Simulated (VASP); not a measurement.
Given:

```
CELL_PARAMETERS angstrom
      2.78696     0.00000     0.00000
     -1.39348     2.41358     0.00000
      0.00000     0.00000    18.84148
ATOMIC_POSITIONS crystal
  N  0.00000 0.00000 0.50000
  Mo 0.33333 0.66667 0.57223
  Mo 0.66667 0.33333 0.42777
```

The numbers are results of PBEsol GGA, VASP's PBE PAW potentials (set 64) (plane waves; VASP), not measurements. Settings: 520 eV cut-off, 14×14×1 Γ-centred mesh, tetrahedra with Blöchl corrections, potentials N Mo_sv.

The cell holds a wide vacuum, so values per volume refer to the whole cell. The cores are frozen, which limits the accuracy of field gradients.

Question: Give the principal components of the electric field gradient (V/Å²) and the asymmetry η at each nucleus.

Answer: 
| atom | Vxx | Vyy | Vzz | η |
|---|---|---|---|---|
| N1 | 7.5 | 7.5 | -15.0 | 0.00 |
| Mo2 | -89.4 | -89.3 | 178.7 | 0.00 |
| Mo3 | -89.4 | -89.3 | 178.7 | 0.00 |

The cell is a sheet with vacuum, built from a generated structure.
